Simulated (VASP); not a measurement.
All values below come from r2SCAN meta-GGA, VASP's PBE PAW potentials (set 64) (plane waves; VASP).

Input for VASP

File POSCAR:
```
KTaO3
6.7154780
  0.4060017081   0.2344052588   0.8832988643
 -0.4060017678   0.2344051553   0.8832988643
  0.0000000597  -0.4688104140   0.8832988643
K O Ta
2 6 2
Direct
  0.3614660862   0.3614660862   0.3614660862
  0.6385339138   0.6385339138   0.6385339138
  0.1468805949   0.5579515505   0.9900040533
  0.9900040532   0.1468805949   0.5579515506
  0.5579515506   0.9900040533   0.1468805948
  0.8531194051   0.4420484495   0.0099959467
  0.0099959468   0.8531194051   0.4420484494
  0.4420484494   0.0099959467   0.8531194052
  0.1578054052   0.1578054052   0.1578054052
  0.8421945948   0.8421945948   0.8421945948
```

INCAR:
```
# general
SYSTEM  = KTaO3
PREC    = Accurate
ENCUT   = 520
LREAL   = .False.
LASPH   = .True.

# electronic loop
EDIFF   = 1E-7
NELM    = 100
ALGO    = Normal
LMAXMIX = 6
LMIXTAU = .True.

# smearing
ISMEAR  = -5

# functional
METAGGA = R2SCAN

# ions
ISIF    = 2

# output
LWAVE   = .False.
LCHARG  = .False.
LORBIT  = 11
NEDOS   = 601

# other
LEFG    = .True.
```

**KPOINTS**
```
K-points
0
Gamma
  6 6 6
0 0 0
```

File KPOINTS_OPT:
```
k-points along high-symmetry lines
8
Line-mode
Reciprocal
  0.000000   0.000000   0.000000 ! GAMMA
  0.500000   0.500000   0.500000 ! T

  0.500000   0.500000   0.500000 ! T
  0.768082   0.231918   0.500000 ! H_2

  0.500000  -0.231918   0.231918 ! H_0
  0.500000   0.000000   0.000000 ! L

  0.500000   0.000000   0.000000 ! L
  0.000000   0.000000   0.000000 ! GAMMA

  0.000000   0.000000   0.000000 ! GAMMA
  0.365959  -0.365959   0.000000 ! S_0

  0.634041   0.000000   0.365959 ! S_2
  0.500000   0.000000   0.500000 ! F

  0.500000   0.000000   0.500000 ! F
  0.000000   0.000000   0.000000 ! GAMMA
```

POTCAR, in this order: K_sv O Ta_pv (PBE.64 set). Program: vasp_std.

What VASP printed:

File OUTCAR:
```
 ion  position               nearest neighbor table
   1  0.361  0.361  0.361-   6 2.65   8 2.65   7 2.65   4 2.81   3 2.81   5 2.81   2 3.30   2 3.30
                             2 3.30   9 3.62
   2  0.639  0.639  0.639-   3 2.65   5 2.65   4 2.65   7 2.81   6 2.81   8 2.81   1 3.30   1 3.30
                             1 3.30  10 3.62
   3  0.147  0.558  0.990-  10 1.94   9 2.07   2 2.65   1 2.81
   4  0.990  0.147  0.558-  10 1.94   9 2.07   2 2.65   1 2.81
   5  0.558  0.990  0.147-  10 1.94   9 2.07   2 2.65   1 2.81
   6  0.853  0.442  0.010-   9 1.94  10 2.07   1 2.65   2 2.81
   7  0.010  0.853  0.442-   9 1.94  10 2.07   1 2.65   2 2.81
   8  0.442  0.010  0.853-   9 1.94  10 2.07   1 2.65   2 2.81
   9  0.158  0.158  0.158-   7 1.94   8 1.94   6 1.94   4 2.07   3 2.07   5 2.07  10 3.16  10 3.16
                            10 3.16   1 3.62
  10  0.842  0.842  0.842-   4 1.94   5 1.94   3 1.94   7 2.07   6 2.07   8 2.07   9 3.16   9 3.16
                             9 3.16   2 3.62
  LATTYP: Found a trigonal (rhomboedric) cell.
 ALAT       =     6.7154783223
 COS(alpha) =     0.6703252092
 Subroutine PRICEL returns:
 Original cell was already a primitive cell.
 Subroutine GETGRP returns: Found  6 space group operations
The static configuration has the point symmetry S_6 .
The dynamic configuration has the point symmetry S_6 .
 Subroutine INISYM returns: Found  6 space group operations
 Subroutine IBZKPT returns following result:
 Found     40 irreducible k-points:

 Following reciprocal coordinates:
            Coordinates               Weight
  0.000000  0.000000  0.000000      1.000000
  0.166667  0.000000 -0.000000      6.000000
  0.333333  0.000000  0.000000      6.000000
  0.500000  0.000000  0.000000      3.000000
  0.166667  0.166667  0.000000      6.000000
  0.333333  0.166667  0.000000      6.000000
 -0.333333 -0.000000 -0.166667      6.000000
  0.500000  0.166667  0.000000      6.000000
  0.500000  0.000000 -0.166667      6.000000
 -0.333333  0.166667  0.000000      6.000000
  0.333333  0.000000 -0.166667      6.000000
 -0.166667  0.166667  0.000000      6.000000
  0.333333  0.333333  0.000000      6.000000
  0.500000  0.333333  0.000000      6.000000
  0.500000 -0.000000 -0.333333      6.000000
 -0.333333  0.333333  0.000000      6.000000
  0.500000  0.500000 -0.000000      3.000000
  0.166667  0.166667  0.166667      2.000000
  0.333333  0.166667  0.166667      6.000000
  0.500000  0.166667  0.166667      6.000000
 -0.333333  0.166667  0.166667      6.000000
 -0.166667  0.166667  0.166667      6.000000
  0.333333  0.333333  0.166667      6.000000
  0.500000  0.333333  0.166667      6.000000
  0.500000 -0.166667 -0.333333      6.000000
 -0.333333  0.333333  0.166667      6.000000
  0.333333 -0.166667 -0.333333      6.000000
 -0.166667  0.333333  0.166667      6.000000
  0.166667 -0.166667 -0.333333      6.000000
  0.500000  0.500000  0.166667      6.000000
 -0.333333  0.500000  0.166667      6.000000
  0.333333 -0.166667  0.500000      6.000000
 -0.166667  0.500000  0.166667      6.000000
 -0.333333 -0.333333  0.166667      6.000000
  0.333333  0.333333  0.333333      2.000000
  0.500000  0.333333  0.333333      6.000000
 -0.333333  0.333333  0.333333      6.000000
  0.500000  0.500000  0.333333      6.000000
 -0.333333  0.500000  0.333333      6.000000
  0.500000  0.500000  0.500000      1.000000
   k-points           NKPTS =     40   k-points in BZ     NKDIM =     40   number of bands    NBANDS=     45
   number of dos      NEDOS =    601   number of ions     NIONS =     10
   total plane-waves  NPLWV = 125000
   dimension x,y,z NGX =    50 NGY =   50 NGZ =   50
   dimension x,y,z NGXF=   100 NGYF=  100 NGZF=  100
   ions per type =               2   6   2
...
```

File OSZICAR:
```
       N       E                     dE             d eps       ncg     rms          rms(c)
DAV:   1     0.618288603593E+03    0.61829E+03   -0.42781E+04  3696   0.170E+03
DAV:   2    -0.156324217693E+03   -0.77461E+03   -0.75910E+03  4492   0.484E+02
DAV:   3    -0.212386773142E+03   -0.56063E+02   -0.55801E+02  4648   0.128E+02
DAV:   4    -0.214129215491E+03   -0.17424E+01   -0.17384E+01  5512   0.215E+01
DAV:   5    -0.214206926845E+03   -0.77711E-01   -0.77681E-01  5790   0.294E+00    0.518E+01
DAV:   6    -0.181742156556E+03    0.32465E+02   -0.70592E+01  4371   0.463E+01    0.201E+01
DAV:   7    -0.172004687841E+03    0.97375E+01   -0.54740E+00  4257   0.125E+01    0.100E+01
DAV:   8    -0.180139517614E+03   -0.81348E+01   -0.32847E+00  3823   0.101E+01    0.217E+00
DAV:   9    -0.173207774803E+03    0.69317E+01   -0.14666E+00  3735   0.733E+00    0.467E-01
DAV:  10    -0.173747012563E+03   -0.53924E+00   -0.30819E-01  4592   0.374E+00    0.348E-01
DAV:  11    -0.173726666250E+03    0.20346E-01   -0.11603E-02  4968   0.735E-01    0.302E-01
DAV:  12    -0.173780445834E+03   -0.53780E-01   -0.26893E-02  3675   0.117E+00    0.121E-01
DAV:  13    -0.173787215471E+03   -0.67696E-02   -0.98674E-03  4503   0.671E-01    0.104E-01
DAV:  14    -0.173787169980E+03    0.45491E-04   -0.15047E-03  4017   0.291E-01    0.617E-02
DAV:  15    -0.173790136466E+03   -0.29665E-02   -0.45945E-04  3996   0.177E-01    0.425E-02
DAV:  16    -0.173791112275E+03   -0.97581E-03   -0.51916E-04  3935   0.146E-01    0.181E-02
DAV:  17    -0.173791158100E+03   -0.45824E-04   -0.42581E-05  4628   0.517E-02    0.907E-03
DAV:  18    -0.173791161217E+03   -0.31169E-05   -0.40789E-05  3740   0.431E-02    0.835E-03
DAV:  19    -0.173791165486E+03   -0.42697E-05   -0.82702E-06  3852   0.247E-02    0.455E-03
DAV:  20    -0.173791174804E+03   -0.93182E-05   -0.27738E-06  4009   0.113E-02    0.178E-03
DAV:  21    -0.173791177060E+03   -0.22553E-05   -0.94508E-07  3540   0.779E-03    0.169E-03
DAV:  22    -0.173791177261E+03   -0.20085E-06   -0.15748E-07  2692   0.275E-03    0.783E-04
DAV:  23    -0.173791177270E+03   -0.93751E-08   -0.92438E-08  2245   0.155E-03
   1 F= -.17379118E+03 E0= -.17379118E+03  d E =0.000000E+00
       N       E                     dE             ncg
       N       E                     dE             ncg
```

File OUTCAR:
```
------------------------ aborting loop because EDIFF is reached ----------------------------------------
  FORCE on cell =-STRESS in cart. coord.  units (eV):
  Direction    XX          YY          ZZ          XY          YZ          ZX
  --------------------------------------------------------------------------------------
  Total        0.0059340      0.0059340      0.0051280     -0.0000051      0.0000000      0.0000000
  in kB        0.0622405      0.0622405      0.0537863     -0.0000532      0.0000000      0.0000000
  external PRESSURE =       0.0594224 kB  Pullay stress =       0.0000000 kB
  volume of cell :      152.75
      direct lattice vectors                 reciprocal lattice vectors
     2.726495539  1.574143358  5.931774091     0.183385566  0.105877739  0.056194543
    -2.726495940  1.574142663  5.931774091    -0.183385593  0.105877693  0.056194543
     0.000000401 -3.148286022  5.931774091     0.000000027 -0.211755432  0.056194543
 POSITION                                       TOTAL-FORCE (eV/Angst)
 -----------------------------------------------------------------------------------
      0.00000     -0.00000      6.43241         0.000000     -0.000000     -0.014464
      0.00000      0.00000     11.36292         0.000000     -0.000000      0.014464
     -1.12078     -2.00731     10.05339         0.003794      0.015090     -0.004065
      2.29877      0.03303     10.05339        -0.014965     -0.004260     -0.004065
     -1.17799      1.97428     10.05339         0.011172     -0.010831     -0.004065
      1.12078      2.00731      7.74194        -0.003794     -0.015090      0.004065
     -2.29877     -0.03303      7.74194         0.014965      0.004260      0.004065
      1.17799     -1.97428      7.74194        -0.011172      0.010831      0.004065
     -0.00000     -0.00000      2.80820         0.000000     -0.000000      0.006338
      0.00000      0.00000     14.98712         0.000000     -0.000000     -0.006338
 -----------------------------------------------------------------------------------
    total drift:                                0.000000     -0.000000      0.000000
  FREE ENERGIE OF THE ION-ELECTRON SYSTEM (eV)
  ---------------------------------------------------
  free  energy   TOTEN  =      -173.7911772700 eV

  energy  without entropy=     -173.7911772700  energy(sigma->0) =     -173.79117727

 total charge

# of ion       s       p       d       tot
------------------------------------------
    1        1.960   5.688   0.032   7.680
    2        1.960   5.688   0.032   7.680
    3        1.573   3.524   0.000   5.097
    4        1.573   3.524   0.000   5.097
    5        1.573   3.524   0.000   5.097
    6        1.573   3.524   0.000   5.097
    7        1.573   3.524   0.000   5.097
    8        1.573   3.524   0.000   5.097
    9        0.369   6.336   2.116   8.821
   10        0.369   6.336   2.116   8.821
--------------------------------------------------
tot         14.097  45.193   4.296  63.586
```
(Selected blocks of OUTCAR.)

File OUTCAR:
```
 val. band max:       -0.1520547608   @ k =   0.0000   0.0000   0.0000

 cond. band min:       4.8526142690   @ k =  -0.3333   0.3333   0.0000


 Fermi energy:        -0.1487791674

 k-point     1 :       0.0000    0.0000    0.0000
  band No.  band energies     occupation
      1     -35.0747      2.00000
      2     -35.0747      2.00000
      3     -34.8758      2.00000
      4     -34.7234      2.00000
      5     -34.7139      2.00000
      6     -34.7139      2.00000
      7     -28.6833      2.00000
      8     -28.5403      2.00000
      9     -18.3561      2.00000
     10     -17.2824      2.00000
     11     -17.2824      2.00000
     12     -16.9894      2.00000
     13     -16.9894      2.00000
     14     -16.7637      2.00000
     15     -11.6240      2.00000
     16     -11.6240      2.00000
     17     -11.3642      2.00000
     18     -11.2516      2.00000
     19     -11.1852      2.00000
     20     -11.1852      2.00000
     21      -4.4206      2.00000
     22      -4.2875      2.00000
     23      -4.0005      2.00000
     24      -4.0005      2.00000
     25      -3.1930      2.00000
     26      -3.1930      2.00000
     27      -3.0755      2.00000
     28      -3.0755      2.00000
     29      -2.1406      2.00000
     30      -2.1041      2.00000
     31      -2.1041      2.00000
     32      -1.0067      2.00000
     33      -0.7485      2.00000
     34      -0.7485      2.00000
     35      -0.7139      2.00000
     36      -0.5466      2.00000
     37      -0.5466      2.00000
     38      -0.1521      2.00000
     39       5.0880      0.00000
     40       5.2891      0.00000
     41       5.6118      0.00000
     42       5.6118      0.00000
     43       5.8722      0.00000
     44       6.0347      0.00000
     45       6.0347      0.00000

 k-point     2 :       0.1667    0.0000   -0.0000
  band No.  band energies     occupation
      1     -35.0801      2.00000
      2     -35.0573      2.00000
      3     -34.8658      2.00000
...
```

Unless said otherwise, spin-orbit coupling is left out, though it shifts the bands of the heavy elements here.

The structure was generated: KTaO3 was put into the ilmenite type (R-3), which need not be its known phase. It was relaxed first.
